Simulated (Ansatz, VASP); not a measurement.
**BiRh in VASP and in Ansatz**

```
Bi Rh
1.0
     4.09400    0.00000    0.00000
    -2.04700    3.54551    0.00000
     0.00000    0.00000    5.66300
Bi Rh
2 2
Direct
  0.33333 0.66667 0.25000
  0.66667 0.33333 0.75000
  0.00000 0.00000 0.00000
  0.00000 0.00000 0.50000
```

Alike in both runs: task single point; functional LDA; k mesh 8 × 8 × 5; occupations methfessel-paxton of order 1, width 0.3 eV; no spin polarisation.

|  | VASP | Ansatz |
| --- | --- | --- |
| version | VASP 6.6.1 | Ansatz 0.2.0 |
| potentials or method | VASP PAW LDA potentials, release 64 (Bi_d, Rh_pv) | plane waves, PAW |
| plane-wave cutoff (eV) | 520 | 420 |
| valence electrons in the cell | 60 | 64 |

Ansatz gave:

| Item | Value |
| --- | --- |
| gap on the k mesh at the Fermi level (eV) | none |
| pressure (GPa) | -2.7 |
| largest component of the traceless stress (GPa) | 0.72 |

**Question.** Estimate VASP's values.

**Answer.** gap on the k mesh at the Fermi level (eV): none; pressure (GPa): -2.4; largest component of the traceless stress (GPa): 0.70.

A gap of «none» marks a metal or a gap that the smearing closes. The two sets of potentials don't hold the same shells in valence.

Caveats: spin-orbit coupling is left out, which moves the levels of the heavy elements.
